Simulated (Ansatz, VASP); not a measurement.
# AlN: VASP beside Ansatz

Wanted: the spread between two codes on one cell, functional and k mesh. The cell is taken from a series of runs on this material, whose earlier steps may have relaxed, scaled, displaced or heated it; both programs get it as it stands.

Program: Ansatz 0.2.0. Level of theory: plane waves, with VASP 6.6.1 beside it; dielectric response at r2SCAN. Results are calculated unless marked as measured.

## (1) The starting structure

Symmetry: P6_3mc, No. 186, hexagonal system. The conventional cell has a = 3.113 Å, b = 3.113 Å, c = 4.981 Å, α = 90.00°, β = 90.00°, γ = 120.00°. Al has 4 N at 1.89 Å nearest. Nearest to N lie 4 Al at 1.89 Å. Farther neighbours and most contacts between anions are not listed.

Coordinates:

```cif
data_structure
_symmetry_space_group_name_H-M 'P 1'
_symmetry_Int_Tables_number 1
_cell_length_a 3.1130
_cell_length_b 3.1130
_cell_length_c 4.9810
_cell_angle_alpha 90.000
_cell_angle_beta 90.000
_cell_angle_gamma 120.000
_cell_volume 41.80
loop_
_atom_site_label
_atom_site_type_symbol
_atom_site_fract_x
_atom_site_fract_y
_atom_site_fract_z
_atom_site_occupancy
Al1 Al 0.33333 0.66667 0.00000 1
Al2 Al 0.66667 0.33333 0.50000 1
N3 N 0.33333 0.66667 0.38000 1
N4 N 0.66667 0.33333 0.88000 1
```

## (2) Ansatz: dielectric response, r2SCAN

Ansatz runs on its default PAW (the set named soft_2) files.

The response to a field tests empty states and converges slowly with the mesh.

Input file input.yaml:

```yaml
crystal:
  lattice:
    - [3.113, 0.0, 0.0]
    - [-1.5565, 2.695937082, 0.0]
    - [0.0, 0.0, 4.981]
  atoms:
    - { symbol: Al, position: [0.3333333333, 0.6666666667, 0.0] }
    - { symbol: Al, position: [0.6666666667, 0.3333333333, 0.5] }
    - { symbol: "N", position: [0.3333333333, 0.6666666667, 0.38] }
    - { symbol: "N", position: [0.6666666667, 0.3333333333, 0.88] }
kpoints:
  mp_grid: { grid: [9, 9, 4] }
hamiltonian:
  xc: r2scan
scf:
  occupations: { method: fixed }
dielectric: {}
```

Run with:

```console
$ ansatz run input.yaml --threads 3 --pin off --max-ram 92160MiB --backend cuda --devices 1 --max-vram 13GiB --events-out ev --progress --plain --runs-dir out
```

Numbers of over 12 decimals in the logs are rounded to 6 here.

Output:

```text
GPUs: using 1 of 1 available (devices: 1).
Engine: ansatz 0.2.0, x86_64-unknown-linux-gnu
Pseudopotentials: kind: paw
Pseudopotential: Al, paw, valence charge 3, recommended cutoff 500 eV (meta_gga), Al.paw.azcp
Pseudopotential: N, paw, valence charge 5, recommended cutoff 500 eV (meta_gga), N.paw.azcp
Functional definition: r2SCAN
  parameter k0 = 0.174
  parameter k1 = 0.065
  parameter a1 = 4.9479
  exchange = r2scan_x(k0 = k0, k1 = k1, a1 = a1)
  correlation = r2scan_c
device memory: the entry about to start is reckoned to put 1.7 GiB on a device that reports 45.1 GiB free (of which the cap on the GPU budget leaves the run 13.0 GiB)
GPU FFT provider: cuFFT
GPU libraries: cuBLAS 13.8.2, cuFFT 12.4.0, cuSOLVER 12.3.4
Crystal: 4 atoms, lattice volume = 41.803 Å³
Basis set: ecut = 500 eV, 1087 PW (Γ), exchange–correlation on 96×96×160 points (64 copies of the dense FFT grid, shifted against one another)
Bands: 12, of which v1, the nominal top of the filled ones, is band 8 counted from 1 (7 counted from 0)
Symmetry: 12 space group operations
k-points: 95 of 324 (irreducible under 2 space group operations, time reversal used)
Non-local potential: Al, projectors of the file, l = 0: 2, l = 1: 2, l = 2: 1
Non-local potential: N, projectors of the file, l = 0: 2, l = 1: 2, l = 2: 1
PAW form: soft (Blöchl's): semilocal exchange-correlation on the pseudo side does not see the compensation charge
PAW frozen core: Al, regenerated for the run's functional (the file was generated under x = pbe(κ = 0.804, μ = 0.219515), c = pbe(β = 0.066725))
PAW frozen core: N, regenerated for the run's functional (the file was generated under x = pbe(κ = 0.804, μ = 0.219515), c = pbe(β = 0.066725))
PAW one-centre angular grid: Al, 302 points (default); XC on 160 Gauss nodes
PAW one-centre angular grid: N, 302 points (default); XC on 160 Gauss nodes
Initial density: superposition of atomic densities (neutral atoms: chi_scale 0, normalization atom), corrected by the library's trained network
Initial wavefunctions: pseudopotential atomic-orbital guess
GPU buffer pool allocated for 23040 grid points (all kernels)
GPU transforms: local potential and band sums: pruned to the plane-wave sphere, on 24×24×40
Functional: x = r2scan, c = r2scan; τ floored in thin density (d = 2e-4 eV/Å³)
SCF iter   1: F=—  HF=-1856.827314 eV  |F-HF|=—  |Δ(HF+E_count)|=         —  Δρ=6.55e-3  dr2=1.76e-2  dr2_τ=3.10e-1  ethr=1.77e-3  ⟨swp⟩=4.9  Hψ=6448  notcnv=0  defer=183
preconditioner: auto → none  [insulator: Δε(μ)=4.763 eV  Ē_g=14.191 eV  n_scr=2 (ndim 8)  ℏωp=23.0 eV  f_vac=0.000  ε∞_Penn≈3.6]
SCF iter   2: F=—  HF=-1856.968980 eV  |F-HF|=—  |Δ(HF+E_count)|=   1.42e-1  Δρ=4.49e-3  dr2=3.82e-3  dr2_τ=2.90e-4  ethr=1.10e-4  ⟨swp⟩=2.9  Hψ=3005  notcnv=0  defer=190
SCF iter   3: F=—  HF=-1856.968643 eV  |F-HF|=—  |Δ(HF+E_count)|=   3.37e-4  Δρ=6.59e-4  dr2=1.35e-4  dr2_τ=5.96e-5  ethr=2.39e-5  ⟨swp⟩=2.0  Hψ=1330  notcnv=0  defer=190
SCF iter   4: F=—  HF=-1856.968632 eV  |F-HF|=—  |Δ(HF+E_count)|=   1.14e-5  Δρ=1.86e-4  dr2=1.53e-5  dr2_τ=9.08e-7  ethr=8.43e-7  ⟨swp⟩=2.1  Hψ=1795  notcnv=0  defer=186
SCF iter   5: F=—  HF=-1856.968627 eV  |F-HF|=—  |Δ(HF+E_count)|=   4.25e-6  Δρ=4.67e-5  dr2=1.08e-6  dr2_τ=1.10e-7  ethr=9.58e-8  ⟨swp⟩=2.0  Hψ=1864  notcnv=0  defer=6
SCF iter   6: F=—  HF=-1856.968623 eV  |F-HF|=—  |Δ(HF+E_count)|=   3.78e-6  Δρ=2.23e-5  dr2=2.48e-7  dr2_τ=4.69e-9  ethr=6.75e-9  ⟨swp⟩=2.0  Hψ=1821  notcnv=0
SCF iter   7: F=—  HF=-1856.968623 eV  |F-HF|=—  |Δ(HF+E_count)|=   2.63e-8  Δρ=6.15e-6  dr2=1.87e-8  dr2_τ=4.19e-10  ethr=1.55e-9  ⟨swp⟩=2.0  Hψ=1838  notcnv=0
SCF iter   8: F=—  HF=-1856.968623 eV  |F-HF|=—  |Δ(HF+E_count)|=   2.72e-9  Δρ=8.62e-7  dr2=3.65e-10  dr2_τ=8.45e-12  ethr=1.17e-10  ⟨swp⟩=2.3  Hψ=1732  notcnv=0
SCF iter   9: F=-1856.968623 eV  HF=-1856.968623 eV  |F-HF|=6.82e-13  |Δ(HF+E_count)|=  4.39e-11  Δρ=6.86e-8  dr2=2.29e-12  dr2_τ=6.12e-14  ethr=1.00e-12  ⟨swp⟩=3.4  Hψ=4543  notcnv=0
SCF 1 converged in 9 iterations: F = -1856.968623 eV  dr2 = 2.29e-12
  greatest PAW one-centre occupation: 0.794 electrons in one spin orbital (limit 2), on the N atom at site 3 (counted from 0), in its partial waves of l = 0
the response reads at least the filled bands of the reference SCF and the lowest empty band at each k-point, and that SCF's band table does not vouch for those bands. The notice of the band table in this run's record says why
device memory: the entry about to start is reckoned to put 0.3 GiB on a device that reports 49.5 GiB free (of which the cap on the GPU budget leaves the run 13.0 GiB)
NSCF: frozen V_eff on 1 k-points
device memory: the entry about to start is reckoned to put 0.3 GiB on a device that reports 50.0 GiB free (of which the cap on the GPU budget leaves the run 13.0 GiB)
NSCF: frozen V_eff on 1 k-points
device memory: the entry about to start is reckoned to put 0.3 GiB on a device that reports 50.0 GiB free (of which the cap on the GPU budget leaves the run 13.0 GiB)
NSCF: frozen V_eff on 1 k-points
device memory: the entry about to start is reckoned to put 0.3 GiB on a device that reports 50.0 GiB free (of which the cap on the GPU budget leaves the run 13.0 GiB)
NSCF: frozen V_eff on 1 k-points
device memory: the entry about to start is reckoned to put 0.1 GiB on a device that reports 50.0 GiB free (of which the cap on the GPU budget leaves the run 13.0 GiB)
device memory: the entry about to start is reckoned to put 1.6 GiB on a device that reports 49.9 GiB free (of which the cap on the GPU budget leaves the run 13.0 GiB)
DFPT response loops at Γ: preconditioner auto → none (the input reference at scf.mixing.eps_inf says where Resta's filter doesn't serve); β = 0.50; Broyden in place of MSR1
── the response to a field inside a basis, on 10×10×4 k-points: an SCF that follows is theirs, and a resumed run solves both again ──
device memory: the entry about to start is reckoned to put 0.2 GiB on a device that reports 45.7 GiB free (of which the cap on the GPU budget leaves the run 13.0 GiB)
GPU FFT provider: cuFFT
GPU libraries: cuBLAS 13.8.2, cuFFT 12.4.0, cuSOLVER 12.3.4
Bands: 9, of which v1, the nominal top of the filled ones, is band 8 counted from 1 (7 counted from 0)
k-points: 60 of 400 (irreducible under 4 space group operations, time reversal used)
Initial density: handed on by an earlier stage of this run
Initial wavefunctions: pseudopotential atomic-orbital guess (no wavefunctions were taken with the density)
GPU buffer pool allocated for 23040 grid points (all kernels)
GPU transforms: band sums: pruned to the plane-wave sphere, on 24×24×40
Eigensolver: Dense (60 Hₖ)
SCF iter   1: F=—  HF=-1856.964919 eV  |F-HF|=—  |Δ(HF+E_count)|=         —  Δρ=8.34e-5  dr2=3.98e-7  dr2_τ=8.48e-7  ethr=1.00e-1
preconditioner: auto → none  [insulator: Δε(μ)=5.475 eV  Ē_g=12.080 eV  n_scr=2 (ndim 8)  ℏωp=23.0 eV  f_vac=0.000  ε∞_Penn≈4.6]
SCF iter   2: F=—  HF=-1856.964920 eV  |F-HF|=—  |Δ(HF+E_count)|=   7.95e-7  Δρ=4.29e-5  dr2=1.05e-7  dr2_τ=6.76e-8  ethr=2.49e-9
SCF iter   3: F=-1856.964920 eV  HF=-1856.964920 eV  |F-HF|=2.57e-8  |Δ(HF+E_count)|=   1.05e-7  Δρ=1.02e-5  dr2=3.74e-8  dr2_τ=4.91e-9  ethr=6.58e-10
SCF 1 converged in 3 iterations: F = -1856.964920 eV  dr2 = 3.74e-8
device memory: the entry about to start is reckoned to put 0.1 GiB on a device that reports 43.0 GiB free (of which the cap on the GPU budget leaves the run 13.0 GiB)
device memory: the entry about to start is reckoned to put 1.7 GiB on a device that reports 42.6 GiB free (of which the cap on the GPU budget leaves the run 13.0 GiB)
DFPT response loops at Γ: mixed as the last ones told, above
SCF converged after 9 iterations
Free energy (F): -1856.968623 eV
Harris-Foulkes:  -1856.968623 eV  (|F-HF|=6.82e-13)
Internal energy: -1856.968623 eV  (E = F + TS)
E sigma→0 (E₀):  -1856.968623 eV
Fermi energy:    6.859037 eV
--- Per-component energies (eV) ---
  E_band       = 22.533425
  E_kinetic    = 320.960033
  E_local      = -449.547715  (includes V_loc(G=0)·N_el)
  E_nonlocal   = 108.434328
  E_hartree    = 157.600629
  E_xc         = -197.701326
  E_vxc        = -238.326892  (∫ρ·V_xc dr)
  E_paw        = -1204.871995  (= ΣΔE_a)
  E_vpaw       = -46.987891  (= ΣTr[D̂ρ^β])
  E_aug_tail   = 0.000038  (compensation charges beyond the density's cutoff)
  E_vtau       = 12.800299  (kinetic-family band-sum trace: ∫τ·v_τ [+ j·A + Jᵃ·Aᵃ] dr)
  E_ewald      = -591.663270
  E_core_change = -0.179345  (= ΣΔE_core)
  E_smearing   = -0.000000  (= −TS)
  E_closure    = -0.000000  (closes the sum)
  Σ components = -1856.968623   (vs F -1856.968623, Δ=0.00e0)
--- Band table (eV; the first three rows and the last of 95) ---
  k-point 0: bands = [... 4 lower, 6.0029, 6.6686, 6.6686, 6.8590, 11.7184, 14.3455, 18.4287, 18.8876]
  k-point 1: bands = [... 4 lower, 6.0956, 6.0956, 6.5662, 6.5662, 12.6819, 14.4440, 18.0862, 18.8430]
  k-point 2: bands = [... 4 lower, 6.3261, 6.3261, 6.3261, 6.3261, 14.0519, 14.0519, 18.1637, 18.1637]
  k-point 94: bands = [... 4 lower, 4.3021, 4.3021, 5.7823, 5.7823, 14.1509, 14.1509, 17.0669, 17.0669]
--- Dielectric response (ions clamped): 3 representative field directions + reference, inside a basis on a mesh of 400 k-points (Σ response iterations 15) ---
  ε∞ (high-frequency dielectric tensor):
        4.150688    -0.000000     0.000000
       -0.000000     4.150688     0.000000
        0.000000     0.000000     4.320147
  Born effective charges Z* (e; rows j = field, columns β = displacement):
    site 0:
         2.52884   -0.00000    0.00000
        -0.00000    2.52884    0.00000
         0.00000    0.00000    2.67711
    site 1:
         2.52884   -0.00000    0.00000
        -0.00000    2.52884   -0.00000
         0.00000   -0.00000    2.67711
    site 2:
        -2.52884    0.00000   -0.00000
         0.00000   -2.52884    0.00000
        -0.00000    0.00000   -2.67711
    site 3:
        -2.52884    0.00000   -0.00000
         0.00000   -2.52884    0.00000
        -0.00000   -0.00000   -2.67711
  Z* charge neutrality: 5.487e-4 e pre-enforcement
  solved inside a basis spanned on kpoints, on 10×10×4 k-points, its susceptibility summed on 12×12×6: ε∞ is read to err by 1.2e-2, Z* by 9.9e-3 e (field_mesh: kpoints solves on kpoints); Z* is corrected for what the basis lacks
```

The column dr2 measures how far the density is from self-consistency, as an energy; F and HF (Harris–Foulkes) agree once it is small.

(Part 1 of 2 ends here.)

[Lines on the potential files, build, host, timing and source positions are cut from VASP's logs without a mark.]

[Logs are printed without paths, hosts, clocks, repeated set-up lines and the standing remarks that a program may print on its own settings, such as how far it seeks lower states.]

[Hosts, paths, dates, database ids (printed as entryN), source tags and the programs' standing remarks are cut or masked in the printed files.]
